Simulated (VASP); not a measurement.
Input:

```
CELL_PARAMETERS angstrom
     -1.85516     1.85516     4.71041
      1.85516    -1.85516     4.71041
      1.85516     1.85516    -4.71041
ATOMIC_POSITIONS crystal
  Ti 0.75000 0.25000 0.50000
  Ti 0.00000 0.00000 0.00000
  O  0.54250 0.04250 0.50000
  O  0.79250 0.79250 0.00000
  O  0.20750 0.20750 0.00000
  O  0.95750 0.45750 0.50000
```

All values below come from PBE GGA with D4 dispersion, VASP's PBE PAW potentials (set 64) (plane waves; VASP). Run with 520 eV cut-off, 8×8×8 Γ-centred mesh, Gaussian smearing of 0.050 eV, potentials Ti_sv O.

The ions and cell shape at fixed volume are relaxed. Give the cell that the relaxation ends in.

```
CELL_PARAMETERS angstrom
     -1.87903     1.87903     4.59152
      1.87903    -1.87903     4.59152
      1.87903     1.87903    -4.59152
ATOMIC_POSITIONS crystal
  Ti 0.75000 0.25000 0.50000
  Ti 0.00000 0.00000 0.00000
  O  0.53651 0.03651 0.50000
  O  0.78651 0.78651 0.00000
  O  0.21349 0.21349 0.00000
  O  0.96349 0.46349 0.50000
```
Space group I4_1/amd (141), at a tolerance of 0.03 Å.

How much energy does the relaxation gain?

The energy (σ→0) changes by -6.2 meV/atom, in 8 ionic steps.

The compound is TiO2 in the anatase structure, one of several forms; rutile is the usual stable one. This cell is one point of a volume scan, at 0.94 of the reference volume. Symmetry was kept, so distortions that lower it aren't found.
